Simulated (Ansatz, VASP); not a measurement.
**NaHf2 in VASP and in Ansatz**

```
CELL_PARAMETERS angstrom
-1.55566 1.55566 8.02439
1.55566 -1.55566 8.02439
1.55566 1.55566 -8.02439
ATOMIC_POSITIONS crystal
Na 0.00000 0.00000 0.00000
Hf 0.68693 0.68693 0.00000
Hf 0.31307 0.31307 0.00000
```

Alike in both runs: functional PBE; k mesh 6 × 6 × 6; occupations gaussian, width 0.1 eV; no spin polarisation.

Ansatz relaxed the structure, and its values are those at the end. VASP's run is a single point on that final structure, the one shown.

```csv
,VASP,Ansatz
version,VASP 6.6.1,Ansatz 0.2.0
potentials or method,"VASP PAW PBE potentials, release 64 (Na_pv, Hf_pv)","scalar-relativistic, plane waves, PAW"
plane-wave cutoff (eV),520,420
valence electrons in the cell,27,61
```

|  | VASP | Ansatz | Ansatz less VASP |
| --- | --- | --- | --- |
| gap on the k mesh at the Fermi level (eV) | none | none | - |
| pressure (GPa) | -0.2 | 0.1 | +0.26 |
| rms of the force components (eV/Å) | 0.034 | 0.004 | -0.0298 |

A gap of «none» marks a metal or a gap that the smearing closes. The two sets of potentials don't hold the same shells in valence.

Caveats: the k mesh is coarse (spacing up to 0.48 Å⁻¹), so the values aren't converged. Spin-orbit coupling is left out, which matters for the levels of Hf.
